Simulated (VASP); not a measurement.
The input files of a VASP run:

INCAR:
```
# general
SYSTEM =TiB2
PREC   =Accurate
ENCUT  =400
LREAL  =.False.
LASPH  =.True.

# electronic loop
EDIFF  =1E-6
NELM   =100
ALGO   =Normal
LMAXMIX=4

# smearing
ISMEAR =-1
SIGMA  =0.05

# functional
GGA    =PE

# ions
ISIF   =2

# output
LWAVE  =.False.
LCHARG =.False.
```

POSCAR:
```
TiB2
2.9654110
  1.0000000000   0.0000000000   0.0000000000
 -0.5000001686   0.8660253166   0.0000000000
  0.0000000000   0.0000000000   1.0670342155
Ti B
1 2
direct
  0.0076600000   0.0019010000   0.0002530000
  0.3262450000   0.6633750000   0.5032310000
  0.6660940000   0.3347240000   0.4965160000
```

**KPOINTS**
```
Automatic mesh
0
G
 8 8 7
0 0 0
```

POTCAR, in this order: Ti_sv B (PBE.64 set). Program: vasp_std.

Q: Translate this PBE calculation to Quantum ESPRESSO's pw.x.

A: One equivalent input (not run):
```
&CONTROL
  calculation = 'scf'
  pseudo_dir = './pseudo'
  outdir = './out'
  tprnfor = .true.
  tstress = .true.
/
&SYSTEM
  ibrav = 0
  nat = 3
  ntyp = 2
  ecutwfc = 84
  occupations = 'smearing'
  smearing = 'fermi-dirac'
  degauss = 0.003675
  input_dft = 'pbe'
/
&ELECTRONS
  conv_thr = 7.3e-08
  electron_maxstep = 100
/
ATOMIC_SPECIES
  Ti 47.867 Ti.upf
  B 10.810 B.upf
CELL_PARAMETERS angstrom
     2.9654110    0.0000000    0.0000000
    -1.4827060    2.5681210    0.0000000
     0.0000000    0.0000000    3.1641950
ATOMIC_POSITIONS crystal
  Ti   0.0076600  0.0019010  0.0002530
  B    0.3262450  0.6633750  0.5032310
  B    0.6660940  0.3347240  0.4965160
K_POINTS automatic
  8 8 7 0 0 0
```
What does not carry over: the potentials are each code's own (VASP's PAW set, PseudoDojo norm-conserving files in pw.x), so ENCUT and ecutwfc are chosen apart and not converted; conv_thr bounds pw.x's estimated SCF error, while EDIFF bounds the energy change between steps.

The structure comes from a computed database's TiB2 entry; how it stands against other phases isn't given here. The cell was not relaxed at this level, atoms are displaced from their ideal sites. The k-mesh is coarse (spacing up to 0.31 per Å, 2π included), so the numbers may not be converged in it.
